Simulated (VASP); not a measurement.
A convergence study with VASP on BaO (rock salt): one setting is varied, all else stays as given below, so the limit is that of these other settings. ε∞ is the independent-particle value.

```yaml
crystal:
  lattice:
    - [0.00000, 2.77000, 2.77000]
    - [2.77000, 0.00000, 2.77000]
    - [2.77000, 2.77000, 0.00000]
  atoms:
    - { symbol: Ba, position: [0.00000, 0.00000, 0.00000] }
    - { symbol: O, position: [0.50000, 0.50000, 0.50000] }
```

Computed with PBE GGA, VASP's PBE PAW potentials (set 64) (plane waves; VASP 6.6.1). The tightest run used: 700 eV cut-off, 7×7×7 Γ-centred mesh, Gaussian smearing of 0.050 eV, potentials Ba_sv O.

| setting | mean ε∞ | bands |
|---|---|---|
| NBANDS = 9 | 1.95 | 9 |
| NBANDS = 10 | 2.74 | 10 |
| NBANDS = 12 | 3.68 | 12 |

**Question.** These are the cheaper rows. Estimate the results at NBANDS = 136, and how far the last row shown lies from them.

**Answer.** 
```
quantity  tightest run  last row shown is off by
--------  ------------  ------------------------
mean ε∞           4.49                     -0.81
```

Left out are rungs that failed or repeat a setting and relaxations that didn't move; long series are thinned to 24 rows.

The compound is BaO in the rock salt structure. The cell was not relaxed at this level.
